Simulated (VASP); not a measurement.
Input:

```
MnF2
1.0
    4.84757     0.00000     0.00000
    0.00000     4.84757     0.00000
    0.00000     0.00000     3.28806
Mn F
2 4
Direct
  0.00000   0.00000   0.00000
  0.50000   0.50000   0.50000
  0.30429   0.30429   0.00000
  0.80429   0.19571   0.50000
  0.19571   0.80429   0.50000
  0.69571   0.69571   0.00000
```
Starting moments (μB, in the order of the record's atoms Mn Mn F F F F): 5.0 -5.0 0.0 0.0 0.0 0.0.

Level of theory: vdW-DF-cx, VASP's PBE PAW potentials (set 64) (plane waves; VASP 6.6.1). Run with 520 eV cut-off, 4×4×6 Γ-centred mesh, Gaussian smearing of 0.050 eV, potentials Mn_pv F.

The ions, cell shape and volume are relaxed. Give the cell that the relaxation ends in.

```
MnF2
1.0
    4.86357     0.00000     0.00000
    0.00000     4.86357     0.00000
    0.00000     0.00000     3.30006
Mn F
2 4
Cartesian
  0.00000   4.86357   0.00000
  2.43178   2.43178   1.65003
  1.47431   1.47431   0.00000
  3.90610   0.95747   1.65003
  0.95747   3.90610   1.65003
  3.38925   3.38925   0.00000
```
Space group P4_2/mnm (136), at a tolerance of 0.03 Å. The cell ends with 0.00 μB, on the sites 4.53 -4.53 -0.02 0.02 0.02 -0.02 μB.

How do energy and volume change from the first to the last step?

The energy (σ→0) changes by -0.7 meV/atom and the volume by +1.0 %, in 6 ionic steps.

The compound is MnF2 in the rutile structure. This run relaxes it. Symmetry was kept, so distortions that lower it aren't found.
